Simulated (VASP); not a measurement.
Level of theory: PBE GGA, VASP's PBE PAW potentials (set 64) (plane waves; VASP).

The input files of a VASP run:

**KPOINTS**
```
kpoints
0
Gamma
 1 1 1
```

INCAR:
```
ALGO = Fast
EDIFF = 1E-5
EDIFFG = -0.03
ENCUT = 400
GGA = PE
IBRION = 2
ISIF = 2
ISMEAR = 0
ISPIN = 2
ISYM = 0
LASPH = .True.
LCHARG = .False.
LORBIT = 10
LREAL = Auto
LWAVE = .True.
MAGMOM = 63*0.0159
NELECT = 255.0
NELM = 100
NELMIN = 4
NSW = 70
NUPDOWN = 1
PREC = Normal
SIGMA = 0.05
SYSTEM = B31N31O
```

File POSCAR:
```
B31N31O
1
    7.2488848260     0.0000000000     0.0000000000
    0.0000000000     7.2488848260     0.0000000000
   -0.0000000000    -0.0000000000     7.2488848260
B N O
31 31 1
Direct
  0.5051650000   0.0064810000   0.0051060000
  0.7490380000   0.2486490000   0.0003140000
  0.7536090000   0.0029370000   0.2516550000
  0.0000000000   0.0000000000   0.0000000000
  0.2440660000   0.2461930000  -0.0014710000
  0.4934820000   0.4979490000  -0.0016460000
  0.7500000000   0.7500000000   0.0000000000
  0.2540880000  -0.0064730000   0.2493840000
  0.7517570000   0.4960620000   0.2451720000
  0.5060810000   0.0061320000   0.4982670000
  0.7495970000   0.2432070000   0.4940230000
  0.7500000000   0.0000000000   0.7500000000
  0.0000000000   0.5000000000   0.0000000000
  0.2500000000   0.7500000000   0.0000000000
  0.0000000000   0.2500000000   0.2500000000
  0.2536430000   0.5042410000   0.2472150000
  0.5000000000   0.7500000000   0.2500000000
  0.0000000000   0.0000000000   0.5000000000
  0.2500080000   0.2494790000   0.4930950000
  0.5014580000   0.4996120000   0.4980510000
  0.7500000000   0.7500000000   0.5000000000
  0.2500000000   0.0000000000   0.7500000000
  0.5000000000   0.2500000000   0.7500000000
  0.7500000000   0.5000000000   0.7500000000
  0.0000000000   0.7500000000   0.2500000000
  0.0000000000   0.5000000000   0.5000000000
  0.2500000000   0.7500000000   0.5000000000
  0.0000000000   0.2500000000   0.7500000000
  0.2500000000   0.5000000000   0.7500000000
  0.5000000000   0.7500000000   0.7500000000
  0.0000000000   0.7500000000   0.7500000000
  0.6254270000   0.1213030000   0.1182420000
  0.8747010000   0.3757660000   0.1256000000
  0.8739780000   0.1220830000   0.3815540000
  0.1316790000   0.1198530000   0.1225400000
  0.3804790000   0.3728630000   0.1317050000
  0.6286540000   0.6310690000   0.1225060000
  0.8750000000   0.8750000000   0.1250000000
  0.3790130000   0.1317580000   0.3761610000
  0.8750000000   0.6250000000   0.3750000000
  0.6263240000   0.1272400000   0.6251460000
  0.8750000000   0.3750000000   0.6250000000
  0.8750000000   0.1250000000   0.8750000000
  0.1250000000   0.6250000000   0.1250000000
  0.3750000000   0.8750000000   0.1250000000
  0.1205570000   0.3766560000   0.3758610000
  0.3699980000   0.6268730000   0.3681990000
  0.6250000000   0.8750000000   0.3750000000
  0.1250000000   0.1250000000   0.6250000000
  0.3817630000   0.3802230000   0.6210890000
  0.6250000000   0.6250000000   0.6250000000
  0.8750000000   0.8750000000   0.6250000000
  0.3750000000   0.1250000000   0.8750000000
  0.6250000000   0.3750000000   0.8750000000
  0.8750000000   0.6250000000   0.8750000000
  0.1250000000   0.8750000000   0.3750000000
  0.1250000000   0.6250000000   0.6250000000
  0.3750000000   0.8750000000   0.6250000000
  0.1250000000   0.3750000000   0.8750000000
  0.3750000000   0.6250000000   0.8750000000
  0.6250000000   0.8750000000   0.8750000000
  0.1250000000   0.8750000000   0.8750000000
  0.6186230000   0.3742590000   0.3706870000
```

POTCAR, in this order: B N O (PBE.64 set). Program: vasp_gam.

Question: What will the output report for the number of irreducible k-points (NKPTS), largest plane-wave count, FFT grid (NGX, NGY, NGZ)?

Answer: 
| Item | Value |
|---|---|
| number of irreducible k-points (NKPTS) | 1 |
| largest plane-wave count | 3466 |
| FFT grid (NGX, NGY, NGZ) | 36 × 36 × 36 |

The cell is a supercell with a defect, built from BN (zinc blende): O_N-vac_B, charge -1.
